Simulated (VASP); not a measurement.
An input for Quantum ESPRESSO's pw.x (written as the equivalent of a VASP run, and not itself run):

```
&CONTROL
  calculation = 'scf'
  pseudo_dir = './pseudo'
  outdir = './out'
  tprnfor = .true.
  tstress = .true.
/
&SYSTEM
  ibrav = 0
  nat = 6
  ntyp = 2
  ecutwfc = 86
  occupations = 'smearing'
  smearing = 'gaussian'
  degauss = 0.000735
  input_dft = 'pbe'
/
&ELECTRONS
  conv_thr = 7.3e-08
  electron_maxstep = 100
/
ATOMIC_SPECIES
  Si 28.085 Si.upf
  Se 78.971 Se.upf
CELL_PARAMETERS angstrom
    -3.3559770    4.7487800    2.9508110
     3.3559770   -4.7487800    2.9508110
     3.3559770    4.7487800   -2.9508110
ATOMIC_POSITIONS crystal
  Si   0.7569720  0.7586060  0.0091700
  Si   0.2483930  0.2527300 -0.0006030
  Se   0.3752740  0.7008410  0.0659300
  Se   0.6204310  0.2993170  0.9273500
  Se   0.1316200  0.1932600  0.3218160
  Se   0.8673090  0.7952450  0.6763360
K_POINTS automatic
  3 3 3 0 0 0
```

Q: Translate this input to VASP (INCAR, KPOINTS, POSCAR, choice of POTCAR).

A: One answer among several that fit: 
**KPOINTS**
```
Automatic mesh
0
Gamma
3 3 3
0 0 0
```

INCAR:
```
SYSTEM = SiSe2
PREC = Accurate; ENCUT = 300; LREAL = .FALSE.
LASPH = .TRUE.
EDIFF = 1E-6; NELM = 100; ALGO = Normal
LMAXMIX = 4
ISMEAR = 0; SIGMA = 0.01
GGA = PE
ISIF = 2
LWAVE = .FALSE.; LCHARG = .FALSE.
```

POSCAR:
```
SiSe2
1
   -3.3559770000     4.7487800000     2.9508110000
    3.3559770000    -4.7487800000     2.9508110000
    3.3559770000     4.7487800000    -2.9508110000
Si Se
2 4
Direct
  0.7569720000   0.7586060000   0.0091700000
  0.2483930000   0.2527300000  -0.0006030000
  0.3752740000   0.7008410000   0.0659300000
  0.6204310000   0.2993170000   0.9273500000
  0.1316200000   0.1932600000   0.3218160000
  0.8673090000   0.7952450000   0.6763360000
```

POTCAR, in this order: Si Se (PBE.64 set). Program: vasp_std.

Limits of the translation: the potentials are each code's own (VASP's PAW set, PseudoDojo norm-conserving files in pw.x), so ENCUT and ecutwfc are chosen apart and not converted; conv_thr bounds pw.x's estimated SCF error, while EDIFF bounds the energy change between steps.

The structure comes from a computed database's SiSe2 entry; how it stands against other phases isn't given here. The cell was not relaxed at this level, atoms are displaced from their ideal sites. The k-mesh is coarse (spacing up to 0.47 per Å, 2π included), so the numbers may not be converged in it.
